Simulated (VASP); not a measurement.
OSZICAR of a VASP run on V (bcc):

### OSZICAR
```
       N       E                     dE             d eps       ncg     rms          rms(c)
DAV:   1     0.127427901929E+03    0.12743E+03   -0.66389E+03  4824   0.127E+03
DAV:   2    -0.671339668551E+01   -0.13414E+03   -0.13126E+03  5032   0.434E+02
DAV:   3    -0.103393629975E+02   -0.36260E+01   -0.35482E+01  5136   0.838E+01
DAV:   4    -0.103716618428E+02   -0.32299E-01   -0.32265E-01  4864   0.785E+00
DAV:   5    -0.103720215968E+02   -0.35975E-03   -0.35975E-03  4980   0.844E-01    0.186E+01
DAV:   6    -0.902777782494E+01    0.13442E+01   -0.53139E+00  4840   0.347E+01    0.182E+00
DAV:   7    -0.901076188708E+01    0.17016E-01   -0.39776E-02  4852   0.262E+00    0.100E+00
DAV:   8    -0.900213262279E+01    0.86293E-02   -0.58688E-03  4852   0.131E+00    0.101E-01
DAV:   9    -0.900217064728E+01   -0.38024E-04   -0.11626E-04  4884   0.168E-01    0.475E-02
DAV:  10    -0.900217830392E+01   -0.76566E-05   -0.29059E-06  4800   0.241E-02    0.194E-02
DAV:  11    -0.900217666025E+01    0.16437E-05   -0.21636E-06  3756   0.157E-02    0.141E-03
DAV:  12    -0.900217689971E+01   -0.23945E-06   -0.15228E-07  2440   0.666E-03
   1 F= -.90021769E+01 E0= -.90013945E+01  d E =-.156481E-02  mag=    -0.0000    -0.0000    -0.0000
       N       E                     dE             ncg
```

Q: Which electronic solver shows in the log?

A: It is blocked Davidson (ALGO = Normal, or the opening steps of other solvers). The INCAR had ALGO = Normal.

Q: How was spin treated?

A: With non-collinear spinors: mag has three components.

Q: Can the final energy be trusted as converged?

A: The calculation finished and met its thresholds. It stopped with EDIFF = 1E-6, NELM = 100 (PBE GGA with spin-orbit coupling, plane waves, VASP's PBE PAW potentials (set 64)).

The compound is V in the bcc structure. It was relaxed first.
